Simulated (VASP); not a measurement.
```
CELL_PARAMETERS angstrom
      0.00000     2.95459     2.95459
      2.95459     0.00000     2.95459
      2.95459     2.95459     0.00000
ATOMIC_POSITIONS crystal
  Al 0.25000 0.25000 0.25000
  Al 0.75000 0.75000 0.75000
  Pt 0.00000 0.00000 0.00000
```

Calculation: vdW-DF-cx, VASP's PBE PAW potentials (set 64) (plane waves; VASP). Numerical set-up: 520 eV cut-off, Gaussian smearing of 0.050 eV, potentials Al Pt.

Unless said otherwise, spin-orbit coupling is left out, though it shifts the bands of the heavy elements here.

Task: What does the run give for the band gap (along the path) with the smallest direct gap where there is one?

Result: 
```json
{
  "band gap (along the path)": "none (metal, semimetal or under 0.01 eV)"
}
```

The absolute energy has meaning only against runs of the same code, potentials and settings.

The compound is PtAl2 in the fluorite structure. It was relaxed first.
